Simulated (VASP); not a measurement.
Output of a VASP run:

### OSZICAR
```
       N       E                     dE             d eps       ncg     rms          rms(c)
DAV:   1     0.706401930562E+02    0.70640E+02   -0.64920E+03  6996   0.157E+03
DAV:   2     0.236489059117E+00   -0.70404E+02   -0.69537E+02  7090   0.284E+02
DAV:   3    -0.254097268110E+01   -0.27775E+01   -0.27667E+01  8094   0.646E+01
DAV:   4    -0.260513710665E+01   -0.64164E-01   -0.64149E-01  8794   0.103E+01
DAV:   5    -0.260793755919E+01   -0.28005E-02   -0.28003E-02  8572   0.174E+00    0.200E+00
DAV:   6    -0.258264794958E+01    0.25290E-01   -0.53001E-02  8018   0.491E+00    0.941E-01
DAV:   7    -0.257848003196E+01    0.41679E-02   -0.14738E-02  8084   0.238E+00    0.230E-01
DAV:   8    -0.257820867244E+01    0.27136E-03   -0.67806E-04  8324   0.523E-01    0.254E-02
DAV:   9    -0.257821393397E+01   -0.52615E-05   -0.14559E-05 10106   0.582E-02    0.155E-02
DAV:  10    -0.257821509116E+01   -0.11572E-05   -0.13257E-06  7530   0.124E-02    0.844E-04
DAV:  11    -0.257821509089E+01    0.27535E-09   -0.31202E-08  4790   0.265E-03
   1 F= -.25782151E+01 E0= -.25782671E+01  d E =-.257822E+01
       N       E                     dE             d eps       ncg     rms          rms(c)
DAV:   1    -0.257901824307E+01   -0.80315E-03   -0.24886E-02  7924   0.172E+00    0.138E-01
DAV:   2    -0.257861405631E+01    0.40419E-03   -0.58469E-04 10126   0.508E-01    0.912E-02
DAV:   3    -0.257835910388E+01    0.25495E-03   -0.29793E-04  8756   0.529E-01    0.221E-02
DAV:   4    -0.257836233458E+01   -0.32307E-05   -0.39398E-05  7626   0.732E-02    0.253E-02
DAV:   5    -0.257836225221E+01    0.82363E-07   -0.13071E-06 10110   0.158E-02    0.123E-02
DAV:   6    -0.257836218650E+01    0.65715E-07   -0.10971E-07  5480   0.685E-03
   2 F= -.25783622E+01 E0= -.25784023E+01  d E =-.147096E-03
       N       E                     dE             d eps       ncg     rms          rms(c)
DAV:   1    -0.258450561818E+01   -0.61434E-02   -0.22362E-01  7926   0.517E+00    0.414E-01
DAV:   2    -0.258084531993E+01    0.36603E-02   -0.52669E-03  9964   0.141E+00    0.274E-01
DAV:   3    -0.257855214965E+01    0.22932E-02   -0.27299E-03  8744   0.153E+00    0.661E-02
DAV:   4    -0.257857951641E+01   -0.27367E-04   -0.33536E-04  7680   0.213E-01    0.758E-02
DAV:   5    -0.257857896260E+01    0.55381E-06   -0.11946E-05 10172   0.475E-02    0.329E-02
DAV:   6    -0.257857849402E+01    0.46859E-06   -0.98079E-07  7568   0.192E-02    0.102E-02
DAV:   7    -0.257857847976E+01    0.14257E-07   -0.67592E-08  3968   0.531E-03
   3 F= -.25785785E+01 E0= -.25785608E+01  d E =-.363389E-03
```

OUTCAR:
```
------------------------ aborting loop because EDIFF is reached ----------------------------------------
  FORCE on cell =-STRESS in cart. coord.  units (eV):
  Direction    XX          YY          ZZ          XY          YZ          ZX
  --------------------------------------------------------------------------------------
  Total       -0.3326769     -0.3326769     -0.3214245      0.0000000     -0.0000000      0.0000000
  in kB      -18.3284001    -18.3284001    -17.7084637      0.0000000     -0.0000000      0.0000000
  external PRESSURE =     -18.1217546 kB  Pullay stress =       0.0000000 kB
  volume of cell :       29.08
      direct lattice vectors                 reciprocal lattice vectors
    -1.666642116  1.666642116  2.617362994     0.000000000  0.300004419  0.191031967
     1.666642116 -1.666642116  2.617362994     0.300004419  0.000000000  0.191031967
     1.666642116  1.666642116 -2.617362994     0.300004419  0.300004419 -0.000000000
 POSITION                                       TOTAL-FORCE (eV/Angst)
 -----------------------------------------------------------------------------------
      0.00000      0.00000      0.00000         0.000000      0.000000      0.000000
 -----------------------------------------------------------------------------------
    total drift:                                0.000000      0.000000      0.000000
  FREE ENERGIE OF THE ION-ELECTRON SYSTEM (eV)
  ---------------------------------------------------
  free  energy   TOTEN  =        -2.5785784798 eV

  energy  without entropy=       -2.5785254694  energy(sigma->0) =       -2.57856081

 reached required accuracy - stopping structural energy minimisation
```
(Selected blocks of OUTCAR.)

### POSCAR
```
In
1
   -1.6743583224     1.6743583224     2.5932945776
    1.6743583224    -1.6743583224     2.5932945776
    1.6743583224     1.6743583224    -2.5932945776
In
1
Direct
  0.0000000000   0.0000000000   0.0000000000
```

Write an INCAR and KPOINTS that could have produced this output.

One answer among several that fit: the input of the run itself, PW91 GGA, plane waves, VASP's PBE PAW potentials (set 64).

**INCAR**
```
SYSTEM = In
PREC = Accurate
ENCUT = 520
EDIFF = 1E-7
NELM = 100
ALGO = Normal
LREAL = .FALSE.
LASPH = .TRUE.
ISMEAR = 1
SIGMA = 0.1
GGA = 91
LMAXMIX = 4
LWAVE = .FALSE.
LCHARG = .FALSE.
ISIF = 4
IBRION = 2
NSW = 30
EDIFFG = -0.01
```

File KPOINTS:
```
kpoints
0
gamma
  16 16 16
0 0 0
```

POTCAR, in this order: In_d (PBE.64 set). Program: vasp_std.

The compound is In in the bct structure. This cell is one point of a volume scan, at 1.06 of the reference volume. Symmetry was kept, so distortions that lower it aren't found.
